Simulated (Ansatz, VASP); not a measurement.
# H60C119 (C(110) slab, H on both faces): VASP beside Ansatz, part 2 of 2

Aim: how closely do two programs agree when they are given the same cell, functional and k mesh? The cell is taken from a series of runs on this material, whose earlier steps may have relaxed, scaled, displaced or heated it; both programs get it as it stands.

VASP 6.6.1 and Ansatz 0.2.0.

So far: Starting point; Ansatz: single point, LDA.

## 3. VASP: single point, LDA

Level of this step: LDA; plane waves and PAW (C, H) (VASP).

The same cell, functional (in two slightly different forms), mesh and smearing now go to VASP, with its own data sets.

Lines of VASP's logs that name or quote its potential files are left out, and so is its time.

Contents of INCAR:

```
SYSTEM = H60C119
PREC = Accurate
ENCUT = 520
EDIFF = 1E-06
NELM = 120
ISMEAR = 0
SIGMA = 0.025
LREAL = Auto
ALGO = Normal
GGA = PW92
NBANDS = 393
LORBIT = 11
LWAVE = .FALSE.
LCHARG = .FALSE.
ISIF = 2
LASPH = .TRUE.
GGA_COMPAT = .FALSE.
```

Contents of POSCAR:

```
H60C119
1.0
   12.6112490000      0.0000000000      0.0000000000
    0.0000000000     10.7010000000      0.0000000000
    0.0000000000      0.0000000000     15.5633370000
C H
119 60
Direct
    0.8999300000      0.1653850000      0.3816250000
    0.9999100000      0.0861030000      0.3816110000
    0.9998700000      0.0003420000      0.4597370000
    0.8998610000      0.2510220000      0.4597970000
    0.8998850000      0.1670360000      0.5402950000
    0.9998870000      0.0842790000      0.5402870000
    0.9998430000      0.9985860000      0.6184380000
    0.8998630000      0.2527260000      0.6184790000
    0.0999190000      0.1653100000      0.3816100000
    0.1999040000      0.0860610000      0.3816530000
    0.1998650000      0.0003240000      0.4597660000
    0.0998750000      0.2509960000      0.4597630000
    0.0998730000      0.1670300000      0.5402680000
    0.1999120000      0.0842960000      0.5402630000
    0.1998760000      0.9986510000      0.6184560000
    0.0999080000      0.2527030000      0.6184270000
    0.8999170000      0.4987750000      0.3816470000
    0.9998520000      0.4194430000      0.3816480000
    0.9998500000      0.3337170000      0.4597870000
    0.8998990000      0.5843720000      0.4598160000
    0.8998410000      0.5003910000      0.5403320000
    0.9998710000      0.4176300000      0.5403270000
    0.9998790000      0.3319040000      0.6184920000
    0.8998480000      0.5860700000      0.6184710000
    0.2998630000      0.1652860000      0.3815570000
    0.3998360000      0.0860580000      0.3814840000
    0.3998480000      0.0003830000      0.4596470000
    0.2998840000      0.2510010000      0.4597210000
    0.2999150000      0.1670770000      0.5402270000
    0.3999170000      0.0843510000      0.5401890000
[... 143 atom lines left out ...]
    0.5996590000      0.7218500000      0.6779420000
    0.4997430000      0.8630070000      0.6777870000
    0.6998190000      0.8885140000      0.3221220000
    0.7998550000      0.6961680000      0.3221810000
    0.8000180000      0.7218960000      0.6778660000
    0.6996710000      0.8628620000      0.6776370000
```

Contents of KPOINTS:

```
Automatic mesh
0
Gamma
1 1 1
0 0 0
```

Potentials, in the order of the species: C and H (LDA family, release 64).

On the command line:

```sh
> export OMP_NUM_THREADS=3
> mpirun -np 1 vasp_gam
```

The log of the run:

```text
[banner, memory and clock lines left out]
running    1 mpi-ranks, on    1 nodes
[...]
Offloading initialized ...    1 GPUs detected
[...]
|                                                                             |
|               ----> ADVICE to this user running VASP <----                  |
|                                                                             |
|     You enforced a specific xc type in the INCAR file but a different       |
|     [... a line on the potential file left out ...]
|     I HOPE YOU KNOW WHAT YOU ARE DOING!                                     |
|                                                                             |

 LDA part: xc-table for (Slater(with rela. corr.)+PW92), standard interpolation
 POSCAR, INCAR and KPOINTS ok, starting setup
[...]
entering main loop
       N       E                     dE             d eps       ncg     rms          rms(c)
DAV:   1     0.485694155097E+04    0.48569E+04   -0.27574E+05   802   0.127E+03
DAV:   2    -0.864136114748E+03   -0.57211E+04   -0.54003E+04  1100   0.314E+02
DAV:   3    -0.148703950303E+04   -0.62290E+03   -0.61655E+03   996   0.107E+02
DAV:   4    -0.150843672077E+04   -0.21397E+02   -0.21323E+02  1068   0.224E+01
[...]
DAV:  37    -0.141475663202E+04   -0.29397E-05   -0.10184E-06   628   0.659E-04    0.175E-02
DAV:  38    -0.141475663415E+04   -0.21297E-05   -0.19757E-06   628   0.601E-04    0.792E-03
DAV:  39    -0.141475663493E+04   -0.77901E-06   -0.22729E-07   668   0.311E-04
   1 F= -.14147566E+04 E0= -.14147394E+04  d E =-.345503E-01
```

From OUTCAR (step 3):

```text
  FREE ENERGIE OF THE ION-ELECTRON SYSTEM (eV)
  ---------------------------------------------------
  free  energy   TOTEN  =     -1414.7566349315 eV

  energy  without entropy=    -1414.7220846288  energy(sigma->0) =    -1414.73935978
```

## 4. Comparison

Known differences besides the potentials themselves: the two LDA forms differ slightly; VASP's log shows a relativistic correction to its local exchange, Ansatz's none; Ansatz takes its cutoff from its data sets, VASP runs at 520 eV. Total energies have different zeros and are not compared.

Forces on 8 of the 179 atoms, those with the largest forces and the largest differences (eV/Å; atoms numbered as in POSCAR):

```
atom          Ansatz x, y, z            VASP x, y, z
 C51    0.001, -0.753, 1.464    0.000, -0.752, 1.463
 C53    0.288, -0.899, 1.128    0.285, -0.898, 1.131
 C54   -0.036, 1.707, -1.823   -0.042, 1.668, -1.818
 C76   -0.284, -0.899, 1.145   -0.277, -0.903, 1.146
 C78    -1.264, 0.609, 0.001    -1.262, 0.607, 0.008
C111  -1.820, -1.444, -0.785  -1.805, -1.416, -0.776
C119   1.805, -1.427, -0.668   1.793, -1.403, -0.659
H162  -0.004, -0.018, -0.005   -0.004, -0.003, 0.022
```

The forces differ by 11 meV/Å r.m.s., which is 4.3 % of the r.m.s. force of 0.260 eV/Å (both taken over all components). With vacuum in the cell, a pressure given here is an average over mostly empty space and none of the material.

## 5. Outcome

```json
{"r.m.s. force difference (single point, LDA)": "4.3 % of the r.m.s. force"}
```

**Reading.** The r.m.s. force difference is 4.3 % of the r.m.s. force (single point, LDA), beyond the 3 % picked in this series as the mark of a large difference. How closely two codes agree says nothing of how well the functional describes the real material.

[Lines on the potential files, build, host, timing and source positions are cut from VASP's logs without a mark.]

[Logs are printed without paths, hosts, clocks, repeated set-up lines and the standing remarks that a program may print on its own settings, such as how far it seeks lower states.]

[Hosts, paths, dates, database ids (printed as entryN), source tags and the programs' standing remarks are cut or masked in the printed files.]
